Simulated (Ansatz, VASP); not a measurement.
# BiP: VASP beside Ansatz, part 2 of 2

Wanted: the spread between two codes on one cell, functional and k mesh. The cell is invented: As first built, before any earlier steps moved the atoms (in the runner's words): it takes the AlP structure with some of its atoms replaced by other elements, volume scaled by an estimate. It may not be a known or stable phase. The cell is taken from a series of VASP runs on this material, whose earlier steps may have relaxed, scaled or displaced it; both programs get it as it stands.

VASP 6.6.1 and Ansatz 0.2.0.

So far. Step 3 (VASP: band structure, PBE, spin-orbit coupling): The run ends at a pressure of -0.38 GPa.

### Step 5. VASP: band structure, r2SCAN, spin-orbit coupling

Level of this step: r2SCAN, spin-orbit coupling; plane waves and PAW (Bi_d, P); invented cell (VASP).

With cell and atoms fixed, the geometry can't cause a difference; cores, projectors, grids and the points listed under the comparison can.

INCAR reads:

```
SYSTEM = BiP
PREC = Accurate
ENCUT = 400
EDIFF = 1E-06
NELM = 100
ISMEAR = 0
SIGMA = 0.02
LREAL = .FALSE.
ALGO = Normal
METAGGA = R2SCAN
LASPH = .TRUE.
LNONCOLLINEAR = .TRUE.
MAGMOM = 0 0 0 0 0 0
NBANDS = 32
GGA_COMPAT = .FALSE.
LSORBIT = .TRUE.
LORBIT = 11
LWAVE = .FALSE.
LCHARG = .FALSE.
KPAR = 4
```

POSCAR reads:

```
BiP
1.0
    0.0000000000      3.2476571572      3.2476571572
    3.2476571572      0.0000000000      3.2476571572
    3.2476571572      3.2476571572      0.0000000000
Bi P
1 1
Direct
    0.0000000000      0.0000000000      0.0000000000
    0.2500000000      0.2500000000      0.2500000000
```

KPOINTS reads:

```
Automatic mesh
0
Gamma
4 4 4
0 0 0
```

KPOINTS_OPT reads:

```
Line mode
16
Line-mode
Reciprocal
  0.00000000   0.00000000   0.00000000 GAMMA
  0.50000000   0.00000000   0.50000000 X

  0.50000000   0.00000000   0.50000000 X
  0.50000000   0.25000000   0.75000000 W

  0.50000000   0.25000000   0.75000000 W
  0.37500000   0.37500000   0.75000000 K

  0.37500000   0.37500000   0.75000000 K
  0.00000000   0.00000000   0.00000000 GAMMA

  0.00000000   0.00000000   0.00000000 GAMMA
  0.50000000   0.50000000   0.50000000 L

  0.50000000   0.50000000   0.50000000 L
  0.62500000   0.25000000   0.62500000 U

  0.62500000   0.25000000   0.62500000 U
  0.50000000   0.25000000   0.75000000 W

  0.50000000   0.25000000   0.75000000 W
  0.50000000   0.50000000   0.50000000 L

  0.50000000   0.50000000   0.50000000 L
  0.37500000   0.37500000   0.75000000 K

  0.62500000   0.25000000   0.62500000 U
  0.50000000   0.00000000   0.50000000 X
```

PAW data sets: Bi_d and P (PBE family, release 64).

Command:

```
mpirun -np 4 vasp_ncl
```

Numbers of over 12 decimals in the logs are rounded to 6 here.

Output:

```text
[banner, memory and clock lines left out]
running    4 mpi-ranks, on    1 nodes
[...]
|                                                                             |
|               ----> ADVICE to this user running VASP <----                  |
|                                                                             |
|     You enforced a specific xc type in the INCAR file but a different       |
|     [... a line on the potential file left out ...]
|     I HOPE YOU KNOW WHAT YOU ARE DOING!                                     |
|                                                                             |

 LDA part: xc-table for (None), standard interpolation
 POSCAR, INCAR and KPOINTS ok, starting setup
[...]
entering main loop
       N       E                     dE             d eps       ncg     rms          rms(c)
DAV:   1     0.113203584078E+03    0.11320E+03   -0.84273E+03   640   0.106E+03
DAV:   2    -0.546790261577E+02   -0.16788E+03   -0.16228E+03   696   0.327E+02
[...]
1 F= -.67403483E+02 E0= -.67402954E+02  d E =-.105786E-02  mag=    -0.0000    -0.0000    -0.0000
 Start KPOINTS_OPT (optional k-point list driver)
k-point batch [1-10\160]
       N       E                     dE             ncg
DAV:   1    -0.166056007386E+03   -0.10058E+04      640
DAV:   2    -0.188725175338E+04   -0.17212E+04      704
DAV:   3    -0.207023967055E+04   -0.18299E+03      760
DAV:   4    -0.207739845447E+04   -0.71588E+01      744
DAV:   5    -0.207778174208E+04   -0.38329E+00     1000
DAV:   6    -0.207778559336E+04   -0.38513E-02      736
DAV:   7    -0.207778579422E+04   -0.20086E-03     1000
DAV:   8    -0.207778579708E+04   -0.28571E-05      760
DAV:   9    -0.207778579717E+04   -0.96906E-07      424
[...]
k-point batch [151-160\160]
       N       E                     dE             ncg
DAV:   1    -0.308316360519E+03   -0.58289E+04      648
DAV:   2    -0.197147323713E+04   -0.16632E+04      672
DAV:   3    -0.213363626709E+04   -0.16216E+03      864
DAV:   4    -0.213924707028E+04   -0.56108E+01      848
DAV:   5    -0.213945048480E+04   -0.20341E+00      928
DAV:   6    -0.213945485274E+04   -0.43679E-02      928
DAV:   7    -0.213945497620E+04   -0.12346E-03      920
DAV:   8    -0.213945497934E+04   -0.31387E-05      896
DAV:   9    -0.213945497941E+04   -0.65492E-07      544
```

Parts of OUTCAR (step 5):

```text
  Total       -0.5029260     -0.5029260     -0.5029260     -0.0000000      0.0000000     -0.0000000
  in kB      -11.7618095    -11.7618095    -11.7618095     -0.0000000      0.0000000     -0.0000000
  external PRESSURE =     -11.7618095 kB  Pullay stress =       0.0000000 kB

  FREE ENERGIE OF THE ION-ELECTRON SYSTEM (eV)
  ---------------------------------------------------
  free  energy   TOTEN  =       -67.4034827724 eV

  energy  without entropy=      -67.4024249170  energy(sigma->0) =      -67.40295384

 magnetization (x)
# of ion       s       p       d       tot
------------------------------------------
    1       -0.000   0.000  -0.000   0.000
    2        0.000   0.000   0.000   0.000
--------------------------------------------------
tot         -0.000   0.000  -0.000   0.000

 magnetization (y)
# of ion       s       p       d       tot
------------------------------------------
    1        0.000   0.000   0.000   0.000
    2        0.000   0.000   0.000   0.000
--------------------------------------------------
tot          0.000   0.000   0.000   0.000

 magnetization (z)
# of ion       s       p       d       tot
------------------------------------------
    1       -0.000   0.000  -0.000  -0.000
    2        0.000   0.000   0.000   0.000
--------------------------------------------------
tot         -0.000   0.000  -0.000  -0.000

[... 3 parts as in an earlier step ...]

[... 1 further part left out ...]
[key lines of the parts left out:]
E-fermi :   4.0428
```

The run ends at a pressure of -1.18 GPa.

### Step 6. Ansatz: band structure, r2SCAN, spin-orbit coupling

The same cell, functional, mesh and smearing now go to Ansatz, which takes its cutoff from its data sets.

The cell is taken from a series of VASP runs on this material, whose earlier steps may have relaxed, scaled or displaced it; both programs get it as it stands.

input.yaml reads:

```yaml
crystal:
  lattice:
    - [0.0, 3.2476571572, 3.2476571572]
    - [3.2476571572, 0.0, 3.2476571572]
    - [3.2476571572, 3.2476571572, 0.0]
  atoms:
    - { symbol: Bi, position: [0.0, 0.0, 0.0] }
    - { symbol: P, position: [0.25, 0.25, 0.25] }
hamiltonian:
  xc: r2scan
  pseudopotentials: { kind: paw_fr }
magnetization:
  noncollinear: true
  spin_orbit: true
kpoints:
  mp_grid: { grid: [4, 4, 4] }
  band_path:
    path:
      - [0.0, 0.0, 0.0]
      - [0.16667, 0.0, 0.16667]
      - [0.33333, 0.0, 0.33333]
      - [0.5, 0.0, 0.5]
      - [0.5, 0.08333, 0.58333]
      - [0.5, 0.18333, 0.68333]
      - [0.5, 0.25, 0.75]
      - [0.45, 0.3, 0.75]
      - [0.40833, 0.34167, 0.75]
      - [0.35, 0.35, 0.7]
      - [0.225, 0.225, 0.45]
      - [0.075, 0.075, 0.15]
      - [0.03333, 0.03333, 0.03333]
      - [0.23333, 0.23333, 0.23333]
      - [0.4, 0.4, 0.4]
      - [0.51667, 0.46667, 0.51667]
      - [0.55833, 0.38333, 0.55833]
      - [0.60833, 0.28333, 0.60833]
      - [0.60833, 0.25, 0.64167]
      - [0.55833, 0.25, 0.69167]
      - [0.51667, 0.25, 0.73333]
      - [0.5, 0.3, 0.7]
      - [0.5, 0.38333, 0.61667]
      - [0.5, 0.48333, 0.51667]
      - [0.475, 0.475, 0.55]
      - [0.425, 0.425, 0.65]
      - [0.38333, 0.38333, 0.73333]
      - [0.59167, 0.18333, 0.59167]
      - [0.55, 0.1, 0.55]
      - [0.5, 0.0, 0.5]
    npoints: 1
scf:
  occupations: { method: gaussian, width: 0.02 }
  n_extra_bands: 14
output:
  forces: true
  stress: true
  eigenvalues: true
  write_density: true
  write_potential: true
  elf: true
  volumetric_format: npy
```

Command:

```
ansatz run input.yaml --threads 2 --pin off --max-ram 4608MiB --backend cpu --events-out ev --progress --plain --runs-dir out
```

Output:

```text
[...]
Crystal: 2 atoms, lattice volume = 68.508 Å³
Basis set: ecut = 500 eV, 1807 PW (Γ), exchange–correlation on 144×144×144 points (64 copies of the dense FFT grid, shifted against one another)
Bands: 34, of which v1, the nominal top of the filled ones, is band 20 counted from 1 (19 counted from 0)
[...]
k-point 0: bands = [... 16 lower, 4.3994, 4.3994, 4.3994, 4.3994, 6.2080, 6.2080, 7.5772, 7.5772, ... 10 higher]
  k-point 1: bands = [... 16 lower, 3.9214, 3.9344, 4.0864, 4.0864, 7.1133, 7.1133, 8.2539, 8.2674, ... 10 higher]
  k-point 2: bands = [... 16 lower, 3.5840, 3.5840, 3.7057, 3.7057, 7.7021, 7.7021, 8.5982, 8.5982, ... 10 higher]
  k-point 7: bands = [... 16 lower, 2.2373, 2.2376, 6.4715, 6.5061, 6.8409, 8.4080, 8.4566, 8.7763, ... 10 higher]
[key lines of the parts left out:]
SCF converged after 8 iterations
Magnetization: |M| = 0.0000 μB,  M = (+0.0000, +0.0000, +0.0000) μB
Free energy (F): -13135.423886 eV
Fermi energy:    6.036404 eV
P = ⅓ Tr σ = -1.0436 GPa (-10.436 kbar)
```

Elapsed: 27 s, on 2 threads of Arm Neoverse N1, shared host; peak memory 0.66 GiB; 53 s of CPU time.

### Step 7. Comparison

What differs besides the data sets and the points named for the pairs above, as far as they apply: VASP keeps PBE cores, Ansatz makes them for the functional; the cutoff is 500 eV in Ansatz and 400 eV in VASP. Total energies have different zeros and are not compared.

Compared:

```tsv
quantity	Ansatz	VASP	difference
pressure (GPa)	-1.04	-1.18	+0.13
```

Levels from 3 eV below to 2 eV above the Fermi level differ by 39 meV r.m.s. and 97 meV at most; each VASP level is matched to the nearest of Ansatz, which flatters the figure a little.

### Step 8. What came out

| Quantity | Value |
| --- | --- |
| r.m.s. difference of levels near the Fermi level (band structure, PBE, spin-orbit coupling) | 35 meV |
| r.m.s. difference of levels near the Fermi level (band structure, r2SCAN, spin-orbit coupling) | 39 meV |

The r.m.s. difference of levels near the Fermi level is 39 meV (band structure, r2SCAN, spin-orbit coupling), within the 80 meV picked in this series as the mark of a large difference. Such differences can come from data sets, numerical settings and the points named under the comparisons, not from the functional's error against experiment.

[Lines on the potential files, build, host, timing and source positions are cut from VASP's logs without a mark.]

[Logs are printed without paths, hosts, clocks, repeated set-up lines and the standing remarks that a program may print on its own settings, such as how far it seeks lower states.]

[Hosts, paths, dates, database ids (printed as entryN), source tags and the programs' standing remarks are cut or masked in the printed files.]
